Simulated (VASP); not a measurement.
Input for VASP

POSCAR:
```
LiCl
1
    0.0000000000     2.5829500000     2.6094630000
    2.6234530000     0.0000000000     2.6094630000
    2.6234530000     2.5829500000     0.0000000000
Li Cl
1 1
Direct
  0.0000000000   0.0000000000   0.0000000000
  0.4897080000   0.5102920000   0.5102920000
```

### KPOINTS
```
Automatic mesh
0
G
  8 8 8
0 0 0
```

INCAR:
```
! general
SYSTEM  =  LiCl
PREC    =  Accurate
ENCUT   =  520   ! plane-wave cut-off (eV)
LREAL   =  .FALSE.   ! projection in real space or not
LASPH   =  .TRUE.

! electronic loop
EDIFF   =  1E-6   ! SCF stop (eV)
NELM    =  100   ! most electronic steps
ALGO    =  Normal   ! blocked Davidson

! smearing
ISMEAR  =  0   ! Gaussian
SIGMA   =  0.05   ! width (eV)

! functional
GGA     =  PE   ! PBE

! ions
ISIF    =  2

! output
LWAVE   =  .FALSE.
LCHARG  =  .FALSE.
```

POTCAR, in this order: Li_sv Cl (PBE.64 set). Program: vasp_std.

Q: Write an equivalent input for Quantum ESPRESSO's pw.x.

A: One equivalent input (not run):
```
&CONTROL
  calculation = 'scf'
  pseudo_dir = './pseudo'
  outdir = './out'
  tprnfor = .true.
  tstress = .true.
/
&SYSTEM
  ibrav = 0
  nat = 2
  ntyp = 2
  ecutwfc = 74
  occupations = 'smearing'
  smearing = 'gaussian'
  degauss = 0.003675
  input_dft = 'pbe'
/
&ELECTRONS
  conv_thr = 7.3e-08
  electron_maxstep = 100
/
ATOMIC_SPECIES
  Li 6.940 Li.upf
  Cl 35.450 Cl.upf
CELL_PARAMETERS angstrom
     0.0000000    2.5829500    2.6094630
     2.6234530    0.0000000    2.6094630
     2.6234530    2.5829500    0.0000000
ATOMIC_POSITIONS crystal
  Li   0.0000000  0.0000000  0.0000000
  Cl   0.4897080  0.5102920  0.5102920
K_POINTS automatic
  8 8 8 0 0 0
```
Limits of the translation: the potentials are each code's own (VASP's PAW set, PseudoDojo norm-conserving files in pw.x), so ENCUT and ecutwfc are chosen apart and not converted; conv_thr bounds pw.x's estimated SCF error, while EDIFF bounds the energy change between steps.

The compound is LiCl in the rock salt structure. The cell was not relaxed at this level, atoms are displaced from their ideal sites.
